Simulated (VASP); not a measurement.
Output of a VASP run:

**OSZICAR**
```
       N       E                     dE             d eps       ncg     rms          rms(c)
DAV:   1     0.769444158043E+02    0.76944E+02   -0.73958E+03  4758   0.136E+03
DAV:   2    -0.227910164258E+02   -0.99735E+02   -0.97279E+02  4797   0.338E+02
DAV:   3    -0.290734958002E+02   -0.62825E+01   -0.60462E+01  7642   0.811E+01
DAV:   4    -0.293282801905E+02   -0.25478E+00   -0.25173E+00  6021   0.141E+01
DAV:   5    -0.293417786588E+02   -0.13498E-01   -0.13459E-01  6958   0.286E+00    0.131E+01
DAV:   6    -0.249247317461E+02    0.44170E+01   -0.44361E+01  6625   0.895E+01    0.514E+00
DAV:   7    -0.211785281628E+02    0.37462E+01   -0.16141E+01  5024   0.551E+01    0.329E+00
DAV:   8    -0.212439123295E+02   -0.65384E-01   -0.28281E+00  5092   0.251E+01    0.918E-01
DAV:   9    -0.213369366753E+02   -0.93024E-01   -0.31122E+00  6708   0.206E+01    0.207E+00
DAV:  10    -0.213444816964E+02   -0.75450E-02   -0.16052E-01  5848   0.366E+00    0.231E+00
DAV:  11    -0.212477517368E+02    0.96730E-01   -0.35088E-02  5339   0.237E+00    0.210E+00
DAV:  12    -0.211159367267E+02    0.13182E+00   -0.19396E-01  4977   0.565E+00    0.202E+00
DAV:  13    -0.210846898377E+02    0.31247E-01   -0.13041E-01  6886   0.414E+00    0.226E+00
DAV:  14    -0.210821364869E+02    0.25534E-02   -0.70081E-03  5740   0.952E-01    0.257E+00
DAV:  15    -0.210904897716E+02   -0.83533E-02   -0.11172E-03  5370   0.457E-01    0.293E+00
DAV:  16    -0.210889555522E+02    0.15342E-02   -0.20201E-03  4821   0.665E-01    0.327E+00
DAV:  17    -0.210752771427E+02    0.13678E-01   -0.15806E-02  4800   0.166E+00    0.201E+00
DAV:  18    -0.210768991192E+02   -0.16220E-02   -0.10967E-02  4879   0.160E+00    0.120E+00
DAV:  19    -0.210737658335E+02    0.31333E-02   -0.84267E-03  5358   0.140E+00    0.243E-01
DAV:  20    -0.210735755859E+02    0.19025E-03   -0.46122E-04  6145   0.312E-01    0.531E-02
DAV:  21    -0.210735229004E+02    0.52686E-04   -0.34517E-04  5110   0.278E-01    0.140E-01
DAV:  22    -0.210735648520E+02   -0.41952E-04   -0.67138E-04  5292   0.305E-01    0.150E-01
DAV:  23    -0.210734817338E+02    0.83118E-04   -0.69394E-05  5500   0.107E-01    0.913E-02
DAV:  24    -0.210734335341E+02    0.48200E-04   -0.17377E-05  5858   0.587E-02    0.583E-02
DAV:  25    -0.210734114511E+02    0.22083E-04   -0.58678E-06  5283   0.327E-02    0.348E-02
DAV:  26    -0.210733932532E+02    0.18198E-04   -0.14392E-05  5483   0.564E-02    0.115E-02
DAV:  27    -0.210733846202E+02    0.86330E-05   -0.43373E-06  7333   0.221E-02    0.406E-03
DAV:  28    -0.210733794641E+02    0.51561E-05   -0.42641E-07  5117   0.957E-03    0.954E-04
DAV:  29    -0.210733800296E+02   -0.56544E-06   -0.47134E-08  2634   0.290E-03    0.389E-04
DAV:  30    -0.210733800072E+02    0.22357E-07   -0.29759E-08  2445   0.284E-03
   1 F= -.21073380E+02 E0= -.21073380E+02  d E =0.000000E+00
       N       E                     dE             ncg
```

OUTCAR:
```
------------------------ aborting loop because EDIFF is reached ----------------------------------------
  FORCE on cell =-STRESS in cart. coord.  units (eV):
  Direction    XX          YY          ZZ          XY          YZ          ZX
  --------------------------------------------------------------------------------------
  Total       -0.0457308     -0.0457308      0.1230344      0.0000000      0.0000000      0.0000000
  in kB       -2.2877484     -2.2877484      6.1549679      0.0000000      0.0000000      0.0000000
  external PRESSURE =       0.5264904 kB  Pullay stress =       0.0000000 kB
  volume of cell :       32.03
      direct lattice vectors                 reciprocal lattice vectors
     2.812223011  0.000000000  0.000000000     0.355590576  0.000000000  0.000000000
     0.000000000  2.812223011  0.000000000     0.000000000  0.355590576  0.000000000
     0.000000000  0.000000000  4.049595650     0.000000000  0.000000000  0.246938234
 POSITION                                       TOTAL-FORCE (eV/Angst)
 -----------------------------------------------------------------------------------
      0.00000      0.00000      0.00000         0.000000      0.000000      0.000000
      1.40611      1.40611      2.02480         0.000000      0.000000      0.000000
 -----------------------------------------------------------------------------------
    total drift:                                0.000000      0.000000      0.000000
  FREE ENERGIE OF THE ION-ELECTRON SYSTEM (eV)
  ---------------------------------------------------
  free  energy   TOTEN  =       -21.0733800072 eV

  energy  without entropy=      -21.0733800072  energy(sigma->0) =      -21.07338001

 total charge

# of ion       s       p       d       tot
------------------------------------------
    1        2.206   6.131   1.913  10.251
    2        0.447   0.443   0.000   0.889
--------------------------------------------------
tot          2.653   6.574   1.913  11.140
```
(Selected blocks of OUTCAR.)

### POSCAR
```
TiAl
1
    2.8122230107     0.0000000000     0.0000000000
    0.0000000000     2.8122230107     0.0000000000
    0.0000000000     0.0000000000     4.0495956496
Ti Al
1 1
Direct
  0.0000000000   0.0000000000   0.0000000000
  0.5000000000   0.5000000000   0.5000000000
```

Task: Write an INCAR and KPOINTS that could have produced this output.

Result: One answer among several that fit: the input of the run itself, MS2 meta-GGA, plane waves, VASP's PBE PAW potentials (set 64).

### INCAR
```
# general
SYSTEM   =  TiAl
PREC     =  Accurate
ENCUT    =  520   # plane-wave cut-off (eV)
LREAL    =  F
LASPH    =  T   # aspherical one-centre terms

# electronic loop
EDIFF    =  1E-7   # SCF stop (eV)
NELM     =  100   # most electronic steps
ALGO     =  Normal   # blocked Davidson
LMAXMIX  =  4   # l cut-off of mixed one-centre charges
LMIXTAU  =  T

# smearing
ISMEAR   =  -5   # tetrahedra, Bloechl

# functional
METAGGA  =  MS2

# ions
ISIF     =  2   # forces and stress, cell fixed

# output
LWAVE    =  F
LCHARG   =  F
LORBIT   =  11
NEDOS    =  601
```

### KPOINTS_OPT
```
k-points along high-symmetry lines
6
Line-mode
Reciprocal
  0.000000   0.000000   0.000000 ! GAMMA
  0.000000   0.500000   0.000000 ! X

  0.000000   0.500000   0.000000 ! X
  0.500000   0.500000   0.000000 ! M

  0.500000   0.500000   0.000000 ! M
  0.000000   0.000000   0.000000 ! GAMMA

  0.000000   0.000000   0.000000 ! GAMMA
  0.000000   0.000000   0.500000 ! Z

  0.000000   0.000000   0.500000 ! Z
  0.000000   0.500000   0.500000 ! R

  0.000000   0.500000   0.500000 ! R
  0.500000   0.500000   0.500000 ! A

  0.500000   0.500000   0.500000 ! A
  0.000000   0.000000   0.500000 ! Z

  0.000000   0.500000   0.000000 ! X
  0.000000   0.500000   0.500000 ! R

  0.500000   0.500000   0.000000 ! M
  0.500000   0.500000   0.500000 ! A
```

KPOINTS:
```
kpoints
0
gamma
14 14 10
```

POTCAR, in this order: Ti_sv Al (PBE.64 set). Program: vasp_std.

For a metal the tetrahedron method with Blöchl corrections gives inexact stress and forces.

The compound is TiAl in the L1_0 structure. It was relaxed first. The electron count is odd and the run is not spin-polarised, which forces a metal.
